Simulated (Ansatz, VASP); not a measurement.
This is a calculation of CsMgBiO3 for VASP 6.6.1.

File INCAR:

```
SYSTEM = CsMgBiO3
PREC     = Accurate       ! precision mode
ENCUT    = 520            ! plane-wave cutoff, eV
EDIFF    = 1E-7           ! SCF threshold, eV
ISMEAR   = -1             ! smearing method
SIGMA    = 0.05           ! smearing width, eV
LREAL    = .FALSE.        ! projectors in reciprocal space
LASPH    = .TRUE.         ! aspherical terms in the spheres
NELM     = 60             ! most SCF steps
ALGO     = Normal         ! electronic algorithm
ISIF     = 2              ! what is computed and relaxed
LWAVE    = .FALSE.        ! write WAVECAR
LCHARG   = .FALSE.        ! write CHGCAR
GGA      = PE             ! functional
NBANDS   = 31             ! bands
```

KPOINTS

```
regular mesh
0
G
  6 6 6
  0 0 0
```

POSCAR

```
CsMgBiO3
1.0
    3.2938764407      1.9017204497      3.8714792756
   -3.2938764407      1.9017204497      3.8714792756
    0.0000000000     -3.8034408995      3.8714792756
Bi Cs Mg O
1 1 1 3
Direct
    0.5652985500      0.5652985500      0.5652985500
    0.9172816500      0.9172816500      0.9172816500
    0.3021917400      0.3021917400      0.3021917400
    0.9822380200      0.4913922600      0.4913922600
    0.4913922600      0.4913922600      0.9822380200
    0.4913922600      0.9822380200      0.4913922600
```

Potentials or basis: VASP PAW PBE potentials, release 64 (Bi_d, Cs_sv, Mg, O).

Command:

```console
$ cat potpaw_PBE.64/Bi_d/POTCAR potpaw_PBE.64/Cs_sv/POTCAR potpaw_PBE.64/Mg/POTCAR potpaw_PBE.64/O/POTCAR > POTCAR
$ mpirun -np 1 vasp_std > vasp.out
```

**Question.** Translate it to Ansatz 0.2.0. Potentials there: Ansatz PAW.

**Answer.** As run (the cutoff follows the program's own potentials):

File input.yaml:

```yaml
crystal:
  lattice:
    - [3.2938764407, 1.9017204497, 3.8714792756]
    - [-3.2938764407, 1.9017204497, 3.8714792756]
    - [0.0, -3.8034408995, 3.8714792756]
  atoms:
    - { symbol: Bi, position: [0.56529855, 0.56529855, 0.56529855] }
    - { symbol: Cs, position: [0.91728165, 0.91728165, 0.91728165] }
    - { symbol: Mg, position: [0.30219174, 0.30219174, 0.30219174] }
    - { symbol: O, position: [0.98223802, 0.49139226, 0.49139226] }
    - { symbol: O, position: [0.49139226, 0.49139226, 0.98223802] }
    - { symbol: O, position: [0.49139226, 0.98223802, 0.49139226] }
hamiltonian:
  xc: pbe
  pseudopotentials: { kind: paw }
kpoints:
  mp_grid: { grid: [6, 6, 6] }
scf:
  occupations: { method: fermi_dirac, width: 0.05 }
output:
  forces: true
  stress: true
  eigenvalues: true
```

Potentials or basis: Ansatz PAW.

Launch:

```sh
$ ansatz run input.yaml --threads 2 --pin off --max-ram 5120MiB --backend cpu --events-out ev --progress --plain --runs-dir out
```

Both were run:

|  | VASP | Ansatz | Ansatz less VASP |
| --- | --- | --- | --- |
| gap on the k mesh at the Fermi level (eV) | 2.38 | 2.39 | +0.012 |
| least direct gap on the mesh (eV) | 2.38 | 2.39 | +0.012 |
| pressure (GPa) | -2.9 | -2.9 | -0.02 |
| largest component of the traceless stress (GPa) | 1.98 | 2.02 | +0.039 |
| rms of the force components (eV/Å) | 0.315 | 0.339 | +0.0243 |

Atom by atom the forces differ by 0.030 eV/Å (rms over components). With one functional, cell and mesh, what is left measures potentials, basis and numerics. The two sets of potentials don't hold the same shells in valence.

Caveats: spin-orbit coupling is left out, which as a rule narrows the gap of such compounds by several tenths of an eV; forces of over 1 eV/Å show positions far from the minimum, so gaps and moduli don't describe the material at rest. A k mesh can miss the band edges.
